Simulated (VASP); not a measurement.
BP (relaxed from the zinc blende structure, space group F-43m): computed properties

Level of theory: PBEsol GGA, VASP's PBE PAW potentials (set 64) (plane waves; VASP).

```yaml
space_group: F-43m (216)
cell: a = b = c = 4.5220 Å, α = β = γ = 90.00°
volume_per_atom: 11.56 Å³/atom
band gap (over mesh and band path): 1.11 eV
smallest direct gap (over mesh and band path): 3.37 eV
band_edge_character: indirect, Γ to Γ-X at 0.86
density: 3.00 g/cm³
```

BP has the cubic space group F-43m (No. 216), the zinc blende structure, Pearson symbol cF8. Conventional cell: a = 4.5220 Å, b = 4.5220 Å, c = 4.5220 Å, α = 90.00°, β = 90.00°, γ = 90.00°. B on 4a sees 4 P at 1.958 Å (tetrahedral). P on 4d has 4 B at 1.958 Å (tetrahedral). (Neighbours: up to the widest gap in distance over summed covalent radii, below 1.35, at either atom.)
(The calculation used a cell of 2 atoms; values per cell refer to that cell.)

The structure was generated: BP was put into the zinc blende type (F-43m), which need not be its known phase. It was relaxed first, which changed the volume by +8 %. Symmetry was kept, so distortions that lower it aren't found.
